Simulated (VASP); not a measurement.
```
CELL_PARAMETERS angstrom
      4.02938     0.00000     0.00000
     -2.01469     3.48954     0.00000
      0.00000     0.00000     6.42790
ATOMIC_POSITIONS crystal
  Mg 0.66667 0.33333 0.49639
  Mg 0.33333 0.66667 0.99639
  S  0.33333 0.66667 0.37860
  S  0.66667 0.33333 0.87860
```

All values below come from r2SCAN meta-GGA, VASP's PBE PAW potentials (set 64) (plane waves; VASP). Numerical set-up: 400 eV cut-off, 7×7×4 Γ-centred mesh, tetrahedra with Blöchl corrections, potentials Mg S.

Task: Predict the energy per atom (σ→0), band gap (over mesh and band path) with the smallest direct gap where there is one.

Result: 
```json
{
 "band gap (over mesh and band path)": "4.13 eV",
 "smallest direct gap (over mesh and band path)": "4.13 eV",
 "energy per atom (σ→0)": "-7.734 eV/atom"
}
```

Total energies compare only between runs with the same potentials, cut-off and functional.

The structure comes from a computed database's MgS entry (P6_3mc); how it stands against other phases isn't given here. It was relaxed first.
